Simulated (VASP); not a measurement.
# Al2Cu (Khatyrkite) with LDA: from relaxation to properties, part 2 of 2

Wanted: the relaxed cell of Al2Cu (Khatyrkite) and its properties. Left out of this account: 1 further run (bands with LDA: it shows nothing beyond the runs told). The start is a cell from a database of measured crystal structures.

VASP 6.6.1; LDA; plane waves and PAW (Al, Cu).

Still holding for the runs below: The k-mesh is coarse for a metal.

So far. Step 11 (Volume scan with LDA, volume scale 1.02): The run ends at a pressure of -2.27 GPa, with forces up to 0.018 eV/Å.

## 12. Volume scan with LDA, volume scale 1.04

INCAR

```
SYSTEM = Al2Cu
PREC = Accurate
ENCUT = 400
EDIFF = 1E-06
NELM = 100
ISMEAR = 1
SIGMA = 0.2
LREAL = .FALSE.
ALGO = Normal
GGA = CA
NBANDS = 23
LASPH = .TRUE.
LORBIT = 11
LWAVE = .FALSE.
LCHARG = .FALSE.
KPAR = 4
ISIF = 2
```

POSCAR

```
Al2Cu
1.0
   -2.9952281630      2.9952281630      2.4422294103
    2.9952281630     -2.9952281630      2.4422294103
    2.9952281630      2.9952281630     -2.4422294103
Al Cu
4 2
Direct
    0.6599107228      0.1599107228      0.8198214456
    0.1599107228      0.3400892772      0.5000000000
    0.3400892772      0.8400892772      0.1801785544
    0.8400892772      0.6599107228      0.5000000000
    0.2500000000      0.2500000000      0.0000000000
    0.7500000000      0.7500000000      0.0000000000
```

KPOINTS

```
Automatic mesh
0
Gamma
6 6 6
0 0 0
```

PAW data sets: Al and Cu (LDA family, release 64).

The run is started by

```bash
$ mpirun -np 4 vasp_std
```

The job ended after 12 s (4 MPI ranks of Intel Xeon Platinum 8259CL at 2.50GHz (Skylake/Cascade Lake), shared host; peak memory 0.66 GiB).

The pressure falls from -2.27 to -4.23 GPa.

The run ends at a pressure of -4.23 GPa, with forces up to 0.031 eV/Å.

## 13. Volume scan with LDA, volume scale 1.06

A prediction first. A parabola through the 6 pressures of evenly scaled cells so far, P = -0.04 -117.4 t +263 t² GPa with t = ln(V/V₁) and V₁ the volume at scale 1, gives -5.99 GPa at t = +0.0583.

INCAR is that of step 12.

POSCAR: that of step 12 with these lines changed.

```diff
@@ -2,5 +2,5 @@
 1.0
-   -2.9952281630      2.9952281630      2.4422294103
-    2.9952281630     -2.9952281630      2.4422294103
-    2.9952281630      2.9952281630     -2.4422294103
+   -3.0143065637      3.0143065637      2.4577854310
+    3.0143065637     -3.0143065637      2.4577854310
+    3.0143065637      3.0143065637     -2.4577854310
 Al Cu
```

KPOINTS is that of step 12.

The run is started by

```bash
$ mpirun -np 4 vasp_std
```

The job ended after 12 s (4 MPI ranks; peak memory 0.67 GiB; 40 s of CPU time).

The pressure falls from -4.23 to -5.99 GPa. The parabola predicted -5.99 GPa, +0.01 GPa off.

## 14. The series together

Times are for 4 MPI ranks of Intel Xeon Platinum 8259CL at 2.50GHz (Skylake/Cascade Lake), shared host. The runs compared:

| no. | volume scale | energy above the lowest point (meV/atom) | pressure (GPa) | time | memory (GiB) |
| --- | --- | --- | --- | --- | --- |
| 1 | 0.94 | 22.03 | 8.231 | 11 s | 0.65 |
| 2 | 0.96 | 9.78 | 5.177 | 11 s | 0.65 |
| 3 | 0.98 | 2.63 | 2.478 | 11 s | 0.65 |
| 4 | 1 | 0 | -0.05947 | 12 s | 0.66 |
| 5 | 1.02 | 1.51 | -2.269 | 12 s | 0.67 |
| 6 | 1.04 | 6.71 | -4.229 | 12 s | 0.66 |
| 7 | 1.06 | 15.21 | -5.992 | 12 s | 0.67 |

## 15. Fit for LDA

This step: Birch-Murnaghan fit, LDA; plane waves and PAW (VASP 6.6.1).

This step runs nothing: it gathers the runs above.

Numbers from this step:

```
pressure derivative of the bulk modulus : 4.307
r.m.s. error of the fit                 : 7.47e-6 eV/atom
minimum inside the sampled range        : yes
bulk modulus                            : 115.7 GPa
equilibrium volume of the fit           : 14.08 Å³/atom
```

The energy above the fitted minimum by volume:

| volume (Å³/atom) | energy above the fitted minimum (eV/atom) |
| --- | --- |
| 13.202 | 0.0220 |
| 13.483 | 0.00980 |
| 13.764 | 0.00265 |
| 14.045 | 1.6e-5 |
| 14.326 | 0.00153 |
| 14.607 | 0.00672 |
| 14.888 | 0.0152 |

The fitted volume lies +0.24 % from the relaxed one. At a finite cutoff and mesh the minimum of the energy and the zero of the stress don't quite coincide, and the relaxation stops at a threshold. The atoms bear forces along the scan, since they were held; freeing them would lower the modulus.

## 16. Band structure (LDA), changed input

This step: LDA; plane waves and PAW (Al, Cu) (VASP 6.6.1).

This run is made with a changed input; what comes of it follows.

INCAR

```
SYSTEM = Al2Cu
PREC = Accurate
ENCUT = 400
EDIFF = 1E-06
NELM = 84
ISMEAR = 1
SIGMA = 0.2
LREAL = .FALSE.
ALGO = Normal
GGA = CA
NBANDS = 33
LASPH = .TRUE.
LORBIT = 11
LWAVE = .FALSE.
LCHARG = .FALSE.
KPAR = 4
```

POSCAR: that of step 13 with these lines changed.

```diff
@@ -2,5 +2,5 @@
 1.0
-   -3.0143065637      3.0143065637      2.4577854310
-    3.0143065637     -3.0143065637      2.4577854310
-    3.0143065637      3.0143065637     -2.4577854310
+   -5.5866400000      5.5866400000      4.5552000000
+    5.5866400000     -5.5866400000      4.5552000000
+    5.5866400000      5.5866400000     -4.5552000000
 Al Cu
```

KPOINTS

```
Automatic mesh
0
Gamma
3 3 3
0 0 0
```

KPOINTS_OPT

```
Line mode
16
Line-mode
Reciprocal
  0.00000000   0.00000000   0.00000000 GAMMA
  0.00000000   0.00000000   0.50000000 X

  0.00000000   0.00000000   0.50000000 X
 -0.50000000   0.50000000   0.50000000 M

 -0.50000000   0.50000000   0.50000000 M
  0.00000000   0.00000000   0.00000000 GAMMA

  0.00000000   0.00000000   0.00000000 GAMMA
  0.41620845   0.41620845  -0.41620845 Z

  0.41620845   0.41620845  -0.41620845 Z
  0.25000000   0.25000000   0.25000000 P

  0.25000000   0.25000000   0.25000000 P
  0.00000000   0.50000000   0.00000000 N

  0.00000000   0.50000000   0.00000000 N
 -0.41620845   0.58379155   0.41620845 Z1

 -0.41620845   0.58379155   0.41620845 Z1
 -0.50000000   0.50000000   0.50000000 M

  0.00000000   0.00000000   0.50000000 X
  0.25000000   0.25000000   0.25000000 P
```

The run is started by

```bash
$ mpirun -np 4 vasp_std
```

Run time: 4.6 min. Hardware: 4 MPI ranks.

The run was cut off at its time limit.

The fault in the input: cell typed in bohr. POSCAR is in ångström: multiply bohr by 0.529.

## 17. Summary of results

```yaml
relaxed_volume: 14.04 Å³/atom
relaxed_conventional_cell_a_b_c: 5.913, 5.913, 4.821 Å
space_group_after_relaxing_within_0p02_a: I4/mcm (No. 140)
band_gap: none, a metal
dos_at_the_fermi_level: 2.25 states/eV/cell
bulk_modulus_from_the_fit: 116 GPa
volume_from_the_fit: 14.1 Å³/atom
```

What this shows: With LDA, Al2Cu (Khatyrkite) relaxes to 14.04 Å³/atom in space group I4/mcm (held by the symmetry of the run), comes out as a metal and has a bulk modulus of 116 GPa at fixed shape and positions, an upper bound. Against the listed cell the volume lies -6.1 % (a -2.5 %, c -1.1 %). Band structure (LDA): Of the bands kept, 5 cross the Fermi level on this path. The k-sampling is coarse for a metal, so the Fermi level, pressures and the shape of the cell carry errors. No search among competing phases was made, and a listed structure need not be the one stable at ambient conditions. All values are for a static lattice at zero temperature.

[Lines on the potential files, build, host, timing and source positions are cut from VASP's logs without a mark.]

[Logs are printed without paths, hosts, clocks, repeated set-up lines and the standing remarks that a program may print on its own settings, such as how far it seeks lower states.]

[Hosts, paths, dates, database ids (printed as entryN), source tags and the programs' standing remarks are cut or masked in the printed files.]

[A measured line is paired with the nearest computed mode of its activity, which favours agreement.]
